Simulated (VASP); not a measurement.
Input:

```
TiSb
1.0
   -1.92911     1.92911     6.53101
    1.92911    -1.92911     6.53101
    1.92911     1.92911    -6.53101
Ti Sb
2 2
Direct
  0.75000   0.75000   0.00000
  0.50000   0.00000   0.50000
  0.16600   0.16600   0.00000
  0.91600   0.41600   0.50000
```

Calculation: PBE GGA, VASP's PBE PAW potentials (set 64) (plane waves; VASP). Settings: EDIFF = 1E-5, 400 eV cut-off, 10×10×10 Γ-centred mesh, first-order Methfessel-Paxton smearing of 0.10 eV, potentials Ti_sv Sb.

**Question.** Give the force on each atom (eV/Å).

**Answer.** 
| atom | Fx | Fy | Fz |
|---|---|---|---|
| Ti1 | 0.000 | 0.000 | 0.071 |
| Ti2 | 0.000 | 0.000 | 0.071 |
| Sb3 | 0.000 | 0.000 | -0.071 |
| Sb4 | 0.000 | 0.000 | -0.071 |

**Question.** Give the stress tensor in GPa (positive for a compressed cell).

**Answer.** 
```
-9.21   0.00   0.00
 0.00  -9.21   0.00
 0.00   0.00  -7.86
```
The pressure is its mean diagonal, -8.76 GPa.

The structure was generated: TiSb was put into the NbAs type (I4_1md), which need not be its known phase. The cell was not relaxed at this level. The run is one of a series of settings (EDIFF = 1E-5 against the base run), some of them coarse on purpose.
